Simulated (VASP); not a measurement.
An input for Ansatz (written as the equivalent of a VASP run, and not itself run):

Ansatz 0.2 input:
```yaml
crystal:
  lattice:
    - [4.0109290, 0.0000000, 0.0000000]
    - [-2.0054645, 3.4735663, 0.0000000]
    - [0.0000000, 0.0000000, 16.9216563]
  atoms:
    - { symbol: In, position: [0.3333330, 0.6666670, 0.1678749] }
    - { symbol: In, position: [0.6666670, 0.3333330, 0.6678749] }
    - { symbol: In, position: [0.6666670, 0.3333330, 0.8321251] }
    - { symbol: In, position: [0.3333330, 0.6666670, 0.3321251] }
    - { symbol: Se, position: [0.3333330, 0.6666670, 0.5923683] }
    - { symbol: Se, position: [0.6666670, 0.3333330, 0.0923683] }
    - { symbol: Se, position: [0.6666670, 0.3333330, 0.4076317] }
    - { symbol: Se, position: [0.3333330, 0.6666670, 0.9076317] }
kpoints:
  mp_grid: { grid: [6, 6, 2] }
hamiltonian:
  xc: pbesol
  pseudopotentials: { kind: paw }
scf:
  occupations: { method: gaussian, width: 0.05 }
  max_iter: 100
relax:
  max_steps: 60
  f_tol: 0.02
  cell: {}
output: { forces: true, stress: true, eigenvalues: true }
```

**Question.** Write the VASP files for the same calculation (PBEsol).

**Answer.** One answer among several that fit: 
**INCAR**
```
SYSTEM = InSe
PREC = Accurate; ENCUT = 400; LREAL = .FALSE.
LASPH = .TRUE.
EDIFF = 1E-6; NELM = 100; ALGO = Normal
LMAXMIX = 4
ISMEAR = 0; SIGMA = 0.05
GGA = PS
IBRION = 2; NSW = 60; ISIF = 3
EDIFFG = -0.02
LWAVE = .FALSE.; LCHARG = .FALSE.
```

KPOINTS:
```
K-points
0
G
 6 6 2
0 0 0
```

**POSCAR**
```
InSe
1
    4.0109290013     0.0000000000     0.0000000000
   -2.0054645006     3.4735663042    -0.0000000000
    0.0000000000     0.0000000000    16.9216563015
In Se
4 4
Direct
  0.3333330000   0.6666670000   0.1678748517
  0.6666670000   0.3333330000   0.6678748517
  0.6666670000   0.3333330000   0.8321251483
  0.3333330000   0.6666670000   0.3321251483
  0.3333330000   0.6666670000   0.5923683423
  0.6666670000   0.3333330000   0.0923683423
  0.6666670000   0.3333330000   0.4076316577
  0.3333330000   0.6666670000   0.9076316577
```

POTCAR, in this order: In_d Se (PBE.64 set). Program: vasp_std.

The two are equivalent in intent, not identical: each code has its own PAW files, so the cut-off isn't converted (ENCUT is set for VASP's; basis.ecutwfc is left out, and Ansatz then takes the one that its files recommend); Ansatz stops its SCF on the density residual and VASP on the energy change (EDIFF).

The structure was generated: InSe was put into the beta-GaS type (P6_3/mmc), a phase also known from measurement. This run relaxes it. Symmetry was kept, so distortions that lower it aren't found. The start is the result of an earlier pass.
